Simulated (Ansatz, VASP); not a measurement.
# Cross-check of H5C4 (amorphous trans-polyacetylene at 250 K) between VASP and Ansatz

One calculation is typed for both programs; each brings its own data sets. How far apart do they land? The cell is taken from a series of runs on this material, whose earlier steps may have relaxed, scaled, displaced or heated it; both programs get it as it stands.

Program: Ansatz 0.2.0. Level of theory: plane waves, with VASP 6.6.1 beside it; single point at r2SCAN with D3(BJ). Results are calculated unless marked as measured.

## (1) Starting point

The cell holds 72 atoms: 32 C and 40 H. Its edges and angles: a = 8.686 Å, b = 8.686 Å, c = 8.686 Å, α = 90.0°, β = 90.0°, γ = 90.0°. As first built, before any earlier steps moved the atoms (in the runner's words): 2 trans-polyacetylene chains of 7 units placed at random, at 1.08 g/cm^3; overlaps pushed apart, then 20 ps at 800 K with MMFF94 bonds, angles, torsions, charges and radii (Halgren, J. Comput. Chem. 17, 490 (1996)) in harmonic and 12-6 forms; charges of ions scaled by 0.8. Snapshot after 30 ps at 250 K and fixed volume.

## (2) VASP: single point, r2SCAN with D3(BJ), pair 1

A single point gives forces, pressure and levels at one fixed geometry, so differences don't come from the geometry; what else differs is listed under the comparison.

Lines of VASP's logs that name or quote its potential files are left out, and so is its time.

Contents of INCAR:

```
SYSTEM = H5C4
PREC = Accurate
ENCUT = 580
EDIFF = 1E-06
NELM = 120
ISMEAR = 0
SIGMA = 0.05
LREAL = Auto
ALGO = Normal
METAGGA = R2SCAN
IVDW = 12
VDW_S6 = 1
VDW_S8 = 0.78981345
VDW_A1 = 0.49484001
VDW_A2 = 5.73083694
LASPH = .TRUE.
NBANDS = 136
LORBIT = 11
LWAVE = .FALSE.
LCHARG = .FALSE.
ISIF = 2
GGA_COMPAT = .FALSE.
EFERMI = MIDGAP
LMIXTAU = .TRUE.
NCORE = 2
```

Contents of POSCAR:

```
H5C4
1.0
    8.6862100000      0.0000000000      0.0000000000
    0.0000000000      8.6862100000      0.0000000000
    0.0000000000      0.0000000000      8.6862100000
C H
32 40
Direct
    0.9305600000      0.6567700000      0.0231000000
    0.8413600000      0.8018600000      0.0007900000
    0.7387700000      0.8403500000      0.1082700000
    0.6267700000      0.9524700000      0.0788300000
    0.5285600000      0.0046600000      0.1855800000
    0.4060400000      0.1089800000      0.1596500000
    0.3370400000      0.1775200000      0.2813900000
    0.2457500000      0.3116800000      0.2672800000
    0.1949500000      0.3808800000      0.3969600000
    0.0876400000      0.5039200000      0.3917200000
    0.0269700000      0.5620700000      0.5204700000
    0.9191200000      0.6839300000      0.4956200000
    0.8178500000      0.7226900000      0.6042100000
    0.7144700000      0.8522500000      0.5814500000
    0.5971200000      0.8831600000      0.6722300000
    0.4962000000      0.0183300000      0.6483700000
    0.5189300000      0.6058600000      0.4008800000
    0.4964500000      0.5448400000      0.5602400000
    0.5894700000      0.4476200000      0.6389400000
    0.5607200000      0.3960700000      0.7874500000
    0.6827500000      0.3470500000      0.8678300000
    0.6884600000      0.3420800000      0.0343500000
    0.8010200000      0.2655500000      0.1055500000
    0.7988000000      0.2590000000      0.2732400000
    0.8908400000      0.1573600000      0.3477900000
    0.9261500000      0.1433400000      0.5116300000
    0.0455600000      0.0583000000      0.5592300000
    0.0839700000      0.0294000000      0.7174500000
    0.1620200000      0.8997400000      0.7359000000
    0.2108200000      0.8569100000      0.8903800000
    0.2853600000      0.7276700000      0.9179500000
    0.3435300000      0.6892700000      0.0674200000
    0.9628000000      0.5901100000      0.9257800000
    0.8711300000      0.5797200000      0.1001000000
    0.0357200000      0.6885600000      0.0811900000
    0.8482200000      0.8707800000      0.8963100000
    0.7258300000      0.7783700000      0.2163700000
    0.6316800000      0.9950800000      0.9607700000
    0.5434600000      0.9689800000      0.3019800000
    0.3876200000      0.1562800000      0.0477100000
    0.3514200000      0.1430300000      0.4017100000
    0.2159100000      0.3470400000      0.1504800000
    0.2253600000      0.3499600000      0.5127800000
    0.0620900000      0.5547700000      0.2797200000
    0.0322800000      0.5001300000      0.6297300000
    0.9215700000      0.7386200000      0.3870500000
    0.7857200000      0.6497200000      0.7064400000
    0.7219200000      0.9319000000      0.4849000000
    0.5691800000      0.8057400000      0.7700800000
    0.5533600000      0.1191600000      0.5960100000
    0.4468000000      0.0541100000      0.7612000000
    0.3992000000      0.9969000000      0.5759100000
    0.6352100000      0.6183200000      0.3759700000
    0.4695800000      0.5326500000      0.3119600000
    0.4607000000      0.7137600000      0.3922700000
    0.3982200000      0.5845400000      0.6177000000
    0.6875200000      0.4107200000      0.5744500000
    0.4653000000      0.4314400000      0.8520800000
    0.7968900000      0.3342500000      0.8114900000
    0.5936700000      0.3908500000      0.0853900000
    0.8841800000      0.2002700000      0.0488700000
    0.7203400000      0.3316400000      0.3380200000
    0.9419500000      0.0741700000      0.2707600000
    0.8510100000      0.1923800000      0.5966500000
    0.1212300000      0.0047500000      0.4719000000
    0.0439600000      0.1113700000      0.8033800000
    0.1876900000      0.8131600000      0.6494800000
    0.1981500000      0.9410200000      0.9903600000
    0.2908300000      0.6458000000      0.8284900000
    0.3221800000      0.7678000000      0.1640400000
    0.4720800000      0.6801800000      0.0639900000
    0.2973600000      0.5720200000      0.0887500000
```

Contents of KPOINTS:

```
Automatic mesh
0
Gamma
1 1 1
0 0 0
```

The projector-augmented-wave data sets are C and H (PBE family, release 64).

Command:

```sh
> mpirun -np 8 vasp_gam
```

Numbers of over 12 decimals in the logs are rounded to 6 here.

The log of the run:

```text
[banner, memory and clock lines left out]
running    8 mpi-ranks, on    1 nodes
[...]
|                                                                             |
|               ----> ADVICE to this user running VASP <----                  |
|                                                                             |
|     You enforced a specific xc type in the INCAR file but a different       |
|     [... a line on the potential file left out ...]
|     I HOPE YOU KNOW WHAT YOU ARE DOING!                                     |
|                                                                             |

 LDA part: xc-table for (None), standard interpolation
 POSCAR, INCAR and KPOINTS ok, starting setup
[...]
entering main loop
       N       E                     dE             d eps       ncg     rms          rms(c)
DAV:   1     0.110551043153E+04    0.11055E+04   -0.92270E+04   272   0.127E+03
DAV:   2    -0.389801857229E+03   -0.14953E+04   -0.14060E+04   352   0.273E+02
DAV:   3    -0.526762062322E+03   -0.13696E+03   -0.13563E+03   352   0.854E+01
DAV:   4    -0.529783289436E+03   -0.30212E+01   -0.30147E+01   320   0.144E+01
[...]
DAV:  23    -0.453171727637E+03   -0.37769E-05   -0.47523E-06   272   0.868E-03    0.272E-03
DAV:  24    -0.453171730349E+03   -0.27117E-05   -0.22476E-06   248   0.627E-03    0.491E-04
DAV:  25    -0.453171730555E+03   -0.20584E-06   -0.65702E-07   208   0.322E-03
   1 F= -.45556559E+03 E0= -.45556559E+03  d E =-.121273-130
```

From OUTCAR (step 2):

```text
 POSITION                                       TOTAL-FORCE (eV/Angst)
 -----------------------------------------------------------------------------------
      8.08304      5.70484      0.20065         0.236616      0.798032      0.894105
      7.30823      6.96512      0.00686         0.205166     -1.331080     -0.348387
      6.41711      7.29946      0.94046        -0.328920     -0.030995      0.318742
      5.44426      8.27335      0.68473         0.266898      0.713300     -0.623191
      4.59118      0.04048      1.61199        -1.025172      0.142191     -0.720688
      3.52695      0.94662      1.38675         1.090191     -0.081278      1.064739
      2.92760      1.54198      2.44421        -0.442123      0.753652      0.127071
      2.13464      2.70732      2.32165         0.224226     -1.184648      0.243380
      1.69338      3.30840      3.44808        -1.245039      1.222862     -0.778081
      0.76126      4.37715      3.40256         2.027404     -0.806699     -0.601893
      0.23427      4.88226      4.52091        -1.685776      0.498615     -0.531546
      7.98367      5.94076      4.30506         0.815217     -1.329647      1.996832
      7.10402      6.27744      5.24829        -2.224091      1.139550      0.626211
      6.20604      7.40282      5.05060         0.777635     -0.663454     -0.455067
[...]
-----------------------------------------------------------------------------------
    total drift:                               -0.001654      0.005206      0.000479

  FREE ENERGIE OF THE ION-ELECTRON SYSTEM (eV)
  ---------------------------------------------------
  free  energy   TOTEN  =      -455.5655855370 eV

  energy  without entropy=     -455.5655855370  energy(sigma->0) =     -455.56558554

[... 1 further part left out ...]
```

The run ends at a pressure of 3.87 GPa, with forces up to 3.9 eV/Å.

## (3) Ansatz: single point, r2SCAN with D3(BJ), pair 1

Ansatz runs on its default PAW (the set named soft_2) files.

The same cell, functional, mesh and smearing now go to Ansatz, which takes its cutoff from its data sets.

Contents of input.yaml:

```yaml
crystal:
  lattice:
    - [8.68621, 0.0, 0.0]
    - [0.0, 8.68621, 0.0]
    - [0.0, 0.0, 8.68621]
  atoms:
    - { symbol: C, position: [0.93056, 0.65677, 0.0231] }
    - { symbol: C, position: [0.84136, 0.80186, 0.00079] }
    - { symbol: C, position: [0.73877, 0.84035, 0.10827] }
    - { symbol: C, position: [0.62677, 0.95247, 0.07883] }
    - { symbol: C, position: [0.52856, 0.00466, 0.18558] }
    - { symbol: C, position: [0.40604, 0.10898, 0.15965] }
    - { symbol: C, position: [0.33704, 0.17752, 0.28139] }
    - { symbol: C, position: [0.24575, 0.31168, 0.26728] }
    - { symbol: C, position: [0.19495, 0.38088, 0.39696] }
    - { symbol: C, position: [0.08764, 0.50392, 0.39172] }
    - { symbol: C, position: [0.02697, 0.56207, 0.52047] }
    - { symbol: C, position: [0.91912, 0.68393, 0.49562] }
    - { symbol: C, position: [0.81785, 0.72269, 0.60421] }
    - { symbol: C, position: [0.71447, 0.85225, 0.58145] }
    - { symbol: C, position: [0.59712, 0.88316, 0.67223] }
    - { symbol: C, position: [0.4962, 0.01833, 0.64837] }
    - { symbol: H, position: [0.9628, 0.59011, 0.92578] }
    - { symbol: H, position: [0.87113, 0.57972, 0.1001] }
    - { symbol: H, position: [0.03572, 0.68856, 0.08119] }
    - { symbol: H, position: [0.84822, 0.87078, 0.89631] }
    - { symbol: H, position: [0.72583, 0.77837, 0.21637] }
    - { symbol: H, position: [0.63168, 0.99508, 0.96077] }
    - { symbol: H, position: [0.54346, 0.96898, 0.30198] }
    - { symbol: H, position: [0.38762, 0.15628, 0.04771] }
    - { symbol: H, position: [0.35142, 0.14303, 0.40171] }
    - { symbol: H, position: [0.21591, 0.34704, 0.15048] }
    - { symbol: H, position: [0.22536, 0.34996, 0.51278] }
    - { symbol: H, position: [0.06209, 0.55477, 0.27972] }
    - { symbol: H, position: [0.03228, 0.50013, 0.62973] }
    - { symbol: H, position: [0.92157, 0.73862, 0.38705] }
    - { symbol: H, position: [0.78572, 0.64972, 0.70644] }
    - { symbol: H, position: [0.72192, 0.9319, 0.4849] }
    - { symbol: H, position: [0.56918, 0.80574, 0.77008] }
    - { symbol: H, position: [0.55336, 0.11916, 0.59601] }
    - { symbol: H, position: [0.4468, 0.05411, 0.7612] }
    - { symbol: H, position: [0.3992, 0.9969, 0.57591] }
    - { symbol: C, position: [0.51893, 0.60586, 0.40088] }
    - { symbol: C, position: [0.49645, 0.54484, 0.56024] }
    - { symbol: C, position: [0.58947, 0.44762, 0.63894] }
    - { symbol: C, position: [0.56072, 0.39607, 0.78745] }
    - { symbol: C, position: [0.68275, 0.34705, 0.86783] }
    - { symbol: C, position: [0.68846, 0.34208, 0.03435] }
    - { symbol: C, position: [0.80102, 0.26555, 0.10555] }
    - { symbol: C, position: [0.7988, 0.259, 0.27324] }
    - { symbol: C, position: [0.89084, 0.15736, 0.34779] }
    - { symbol: C, position: [0.92615, 0.14334, 0.51163] }
    - { symbol: C, position: [0.04556, 0.0583, 0.55923] }
    - { symbol: C, position: [0.08397, 0.0294, 0.71745] }
    - { symbol: C, position: [0.16202, 0.89974, 0.7359] }
    - { symbol: C, position: [0.21082, 0.85691, 0.89038] }
    - { symbol: C, position: [0.28536, 0.72767, 0.91795] }
    - { symbol: C, position: [0.34353, 0.68927, 0.06742] }
    - { symbol: H, position: [0.63521, 0.61832, 0.37597] }
    - { symbol: H, position: [0.46958, 0.53265, 0.31196] }
    - { symbol: H, position: [0.4607, 0.71376, 0.39227] }
    - { symbol: H, position: [0.39822, 0.58454, 0.6177] }
    - { symbol: H, position: [0.68752, 0.41072, 0.57445] }
    - { symbol: H, position: [0.4653, 0.43144, 0.85208] }
    - { symbol: H, position: [0.79689, 0.33425, 0.81149] }
    - { symbol: H, position: [0.59367, 0.39085, 0.08539] }
    - { symbol: H, position: [0.88418, 0.20027, 0.04887] }
    - { symbol: H, position: [0.72034, 0.33164, 0.33802] }
    - { symbol: H, position: [0.94195, 0.07417, 0.27076] }
    - { symbol: H, position: [0.85101, 0.19238, 0.59665] }
    - { symbol: H, position: [0.12123, 0.00475, 0.4719] }
    - { symbol: H, position: [0.04396, 0.11137, 0.80338] }
    - { symbol: H, position: [0.18769, 0.81316, 0.64948] }
    - { symbol: H, position: [0.19815, 0.94102, 0.99036] }
    - { symbol: H, position: [0.29083, 0.6458, 0.82849] }
    - { symbol: H, position: [0.32218, 0.7678, 0.16404] }
    - { symbol: H, position: [0.47208, 0.68018, 0.06399] }
    - { symbol: H, position: [0.29736, 0.57202, 0.08875] }
kpoints:
  mp_grid: { grid: [1, 1, 1] }
hamiltonian:
  xc: r2scan
  dispersion: d3bj
scf:
  occupations: { method: gaussian, width: 0.05 }
output:
  forces: true
```

Command:

```sh
> ansatz run input.yaml --threads 4 --pin off --max-ram 8192MiB --backend cpu --events-out ev --progress --plain --runs-dir out
```

The log of the run:

```text
Warning: the engine holds no damping parameters fitted to this dispersion correction and functional, so the run takes those fitted to r2scan beside the three-body term, which d3bj leaves out (hamiltonian.dispersion, under Limitations)
Engine: ansatz 0.2.0, x86_64-unknown-linux-gnu
Pseudopotentials: kind: paw
Pseudopotential: C, paw, valence charge 4, recommended cutoff 500 eV (meta_gga), C.paw.azcp
Pseudopotential: H, paw, valence charge 1, recommended cutoff 500 eV (meta_gga), H.paw.azcp
Functional definition: r2SCAN
  parameter k0 = 0.174
  parameter k1 = 0.065
  parameter a1 = 4.9479
  exchange = r2scan_x(k0 = k0, k1 = k1, a1 = a1)
  correlation = r2scan_c
Crystal: 72 atoms, lattice volume = 655.377 Å³
Basis set: ecut = 500 eV, 16663 PW (Γ), exchange–correlation on 256×256×256 points (64 copies of the dense FFT grid, shifted against one another)
Bands: 156, of which v1, the nominal top of the filled ones, is band 84 counted from 1 (83 counted from 0)
Symmetry: 1 space group operations
Space group: P1 (ITA 1), of the structure as read, at distance tolerance 8.7e-5 Å
k-points: 1
Non-local potential: C, projectors of the file, l = 0: 2, l = 1: 2, l = 2: 1
Non-local potential: H, projectors of the file, l = 0: 2, l = 1: 1
PAW form: soft (Blöchl's): semilocal exchange-correlation on the pseudo side does not see the compensation charge
PAW frozen core: C, regenerated for the run's functional (the file was generated under x = pbe(κ = 0.804, μ = 0.219515), c = pbe(β = 0.066725))
PAW one-centre angular grid: C, 302 points (default); XC on 239 of its mesh's 2573 points in the sphere
PAW one-centre angular grid: H, 302 points (default); XC on 160 Gauss nodes
Initial density: superposition of atomic densities (neutral atoms: chi_scale 0, normalization atom), corrected by the library's trained network
Initial wavefunctions: pseudopotential atomic-orbital guess
Functional: x = r2scan, c = r2scan; τ floored in thin density (d = 2e-4 eV/Å³)
SCF iter   1: F=—  HF=-8691.462908 eV  |F-HF|=—  |Δ(HF+E_count)|=         —  Δρ=7.25e-3  dr2=2.76e-1  dr2_τ=7.16e0  ethr=1.77e-3  ⟨swp⟩=6.0  Hψ=729  notcnv=0  defer=31
preconditioner: auto → Resta (q_TF=auto, 2.175 Å⁻¹)  ε∞=2.4  [insulator: Δε(μ)=1.732 eV  Ē_g=15.991 eV  σ=0.050 eV  W_gap=1.00  n_scr=122 (ndim 8)  ℏωp=18.8 eV  f_vac=0.123  D(μ)=0.00/eV (n_scr^D=0)  ε∞_Penn≈2.4]
SCF iter   2: F=—  HF=-8690.628785 eV  |F-HF|=—  |Δ(HF+E_count)|=   8.34e-1  Δρ=4.30e-3  dr2=7.04e-2  dr2_τ=4.29e-3  ethr=1.64e-4  ⟨swp⟩=2.0  Hψ=268  notcnv=0  defer=68
SCF iter   3: F=—  HF=-8690.626562 eV  |F-HF|=—  |Δ(HF+E_count)|=   2.22e-3  Δρ=1.34e-3  dr2=1.62e-2  dr2_τ=2.72e-3  ethr=4.19e-5  ⟨swp⟩=2.0  Hψ=157  notcnv=0  defer=9
automatic band count: iteration 3 solves 97 bands in place of 156: the levels show a gap, and the empty bands left out lie too high to hold charge; the band table lists the bands solved (type scf.n_extra_bands for more)
SCF iter   4: F=—  HF=-8690.625877 eV  |F-HF|=—  |Δ(HF+E_count)|=   6.85e-4  Δρ=3.90e-4  dr2=1.26e-3  dr2_τ=1.13e-4  ethr=9.63e-6  ⟨swp⟩=2.0  Hψ=162  notcnv=0  defer=9
SCF iter   5: F=—  HF=-8690.626660 eV  |F-HF|=—  |Δ(HF+E_count)|=   7.83e-4  Δρ=1.69e-4  dr2=3.13e-4  dr2_τ=2.98e-5  ethr=7.52e-7  ⟨swp⟩=2.0  Hψ=163  notcnv=0  defer=9
SCF iter   6: F=—  HF=-8690.626921 eV  |F-HF|=—  |Δ(HF+E_count)|=   2.61e-4  Δρ=6.50e-5  dr2=5.24e-5  dr2_τ=4.98e-6  ethr=1.87e-7  ⟨swp⟩=2.0  Hψ=160  notcnv=0  defer=9
SCF iter   7: F=—  HF=-8690.627747 eV  |F-HF|=—  |Δ(HF+E_count)|=   8.26e-4  Δρ=2.72e-5  dr2=7.17e-6  dr2_τ=7.08e-7  ethr=3.12e-8  ⟨swp⟩=2.0  Hψ=170  notcnv=0  defer=9
SCF iter   8: F=—  HF=-8690.627757 eV  |F-HF|=—  |Δ(HF+E_count)|=   1.06e-5  Δρ=1.11e-5  dr2=1.16e-6  dr2_τ=1.08e-7  ethr=4.27e-9  ⟨swp⟩=2.0  Hψ=170  notcnv=0  defer=9
SCF iter   9: F=—  HF=-8690.627760 eV  |F-HF|=—  |Δ(HF+E_count)|=   2.59e-6  Δρ=5.22e-6  dr2=2.63e-7  dr2_τ=2.81e-8  ethr=6.91e-10  ⟨swp⟩=2.0  Hψ=172  notcnv=0  defer=9
SCF iter  10: F=-8690.627760 eV  HF=-8690.627760 eV  |F-HF|=5.18e-8  |Δ(HF+E_count)|=   2.21e-7  Δρ=1.68e-6  dr2=2.41e-8  dr2_τ=2.56e-9  ethr=5.95e-11  ⟨swp⟩=4.0  Hψ=335  notcnv=0
SCF 1 converged in 10 iterations: F = -8690.627760 eV  dr2 = 2.41e-8
  greatest PAW one-centre occupation: 0.704 electrons in one spin orbital (limit 2), on the C atom at site 50 (counted from 0), in its partial waves of l = 0
SCF converged after 10 iterations
Free energy (F): -8690.627760 eV
Harris-Foulkes:  -8690.627760 eV  (|F-HF|=5.18e-8)
Internal energy: -8690.627760 eV  (E = F + TS)
E sigma→0 (E₀):  -8690.627760 eV
Fermi energy:    2.051961 eV
--- Per-component energies (eV) ---
  E_band       = -1163.361650
  E_kinetic    = 3474.924874
  E_local      = -8761.794483  (includes V_loc(G=0)·N_el)
  E_nonlocal   = 941.891368
  E_hartree    = 2946.480426
  E_xc         = -1875.880824
  E_vxc        = -2610.669977  (∫ρ·V_xc dr)
  E_paw        = -3254.054021  (= ΣΔE_a)
  E_vpaw       = -249.649760  (= ΣTr[D̂ρ^β])
  E_aug_tail   = -0.019750  (compensation charges beyond the density's cutoff)
  E_vtau       = 148.996536  (kinetic-family band-sum trace: ∫τ·v_τ [+ j·A + Jᵃ·Aᵃ] dr)
  E_ewald      = -2158.987974
  E_disp       = -2.394617  (pairwise vdW)
  E_core_change = -0.792760  (= ΣΔE_core)
  E_smearing   = -0.000000  (= −TS)
  E_closure    = -0.000000  (closes the sum)
  Σ components = -8690.627760   (vs F -8690.627760, Δ=0.00e0)
--- Forces (eV/Å), atoms counted from 1 ---
  atom   1  C      0.25841143     0.77680522     0.91563207
  atom   2  C      0.17005350    -1.31329018    -0.32910619
  atom   3  C     -0.32085494    -0.03752178     0.29685460
  atom   4  C      0.26878122     0.71395943    -0.61624435
  atom   5  C     -1.01271304     0.13056688    -0.72078616
  atom   6  C      1.08939046    -0.05915897     1.07943775
  atom   7  C     -0.43732384     0.75765983     0.11741855
  atom   8  C      0.22318962    -1.19021795     0.25847323
  atom   9  C     -1.24657218     1.22181724    -0.78669192
  atom  10  C      2.02300855    -0.79644515    -0.57893918
  atom  11  C     -1.68957866     0.48149184    -0.56719139
  atom  12  C      0.80370571    -1.32704261     2.01164088
  atom  13  C     -2.21416224     1.12884748     0.60051685
  atom  14  C      0.73602905    -0.64148397    -0.43699144
  atom  15  C     -1.22478103    -0.12076261     1.30305929
  atom  16  C      0.11212619     0.92501685     1.20492703
  atom  17  H      0.15227248    -0.14718869    -1.06717120
  atom  18  H     -0.33294909    -0.12781480     0.21491562
  atom  19  H      0.64019562    -0.10652507     0.11214136
  atom  20  H      0.12960093    -0.26542577     0.04320112
  atom  21  H      0.26640327    -0.15181244    -0.12246540
  atom  22  H     -0.52988171     0.25418267     0.19135583
  atom  23  H      0.07089536    -0.42357881     0.72776633
  atom  24  H     -0.11510600     0.08719094    -0.71572731
[...]
atom  65  H     -0.53804773     0.08450501     0.38196150
  atom  66  H      0.25821390    -0.47393167     0.23133467
  atom  67  H     -0.09797247     0.49834682    -0.37836907
  atom  68  H     -0.05500319    -0.79446943    -1.32604998
  atom  69  H      0.39282669    -0.84283612    -0.83043372
  atom  70  H     -0.42995839    -0.10837700    -0.48982045
  atom  71  H     -0.63095735    -0.26522045     0.03051274
  atom  72  H      0.46405227     0.38304620     0.66022617
  max |Σ_I F_I| component: 1.10e-4 eV/Å
```

[end of part 1 of 2]

[Lines on the potential files, build, host, timing and source positions are cut from VASP's logs without a mark.]

[Logs are printed without paths, hosts, clocks, repeated set-up lines and the standing remarks that a program may print on its own settings, such as how far it seeks lower states.]

[Hosts, paths, dates, database ids (printed as entryN), source tags and the programs' standing remarks are cut or masked in the printed files.]

[The MMFF94 radii named for the starting cell were scaled by 0.96; in molecules described by MMFF94, hydrogen bound to N, O or S took a small fixed 12-6 site in their place.]
